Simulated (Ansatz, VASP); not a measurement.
# Hf2Bi2O in VASP and in Ansatz

```
Hf Bi O
1.0
     3.48384    0.00000    0.00000
    -1.74192    3.01710    0.00000
     0.00000    0.00000   10.74022
Hf Bi O
2 2 1
Cartesian
  0.0000 2.0114 9.6011
  1.7419 1.0057 1.1392
  0.0000 2.0114 3.5096
  1.7419 1.0057 7.2306
  0.0000 0.0000 0.0000
```

Change from the starting cell: species swapped into the YAl2Si2 type (P-3m1, No. 164).

Alike in both runs: functional PBE; k mesh 6 × 6 × 4; occupations gaussian, width 0.1 eV; no spin polarisation.

Ansatz relaxed the structure, and its values are those at the end. VASP's run is a single point on that final structure, the one shown.

|  | VASP | Ansatz |
| --- | --- | --- |
| version | VASP 6.6.1 | Ansatz 0.2.0 |
| potentials or method | VASP PAW PBE potentials, release 64 (Hf_pv, Bi_d, O) | scalar-relativistic, plane waves, PAW |
| plane-wave cutoff (eV) | 520 | 420 |
| valence electrons in the cell | 56 | 88 |

Ansatz gave:

```
gap on the k mesh at the Fermi level (eV) : none
pressure (GPa)                            : 0.0
rms of the force components (eV/Å)        : 0.010
```

Problem. Estimate VASP's values.

Solution. gap on the k mesh at the Fermi level (eV): none; pressure (GPa): -0.7; rms of the force components (eV/Å): 0.039.

A gap of «none» marks a metal or a gap that the smearing closes. The two sets of potentials don't hold the same shells in valence.

Caveats: spin-orbit coupling is left out, which moves the levels of the heavy elements.
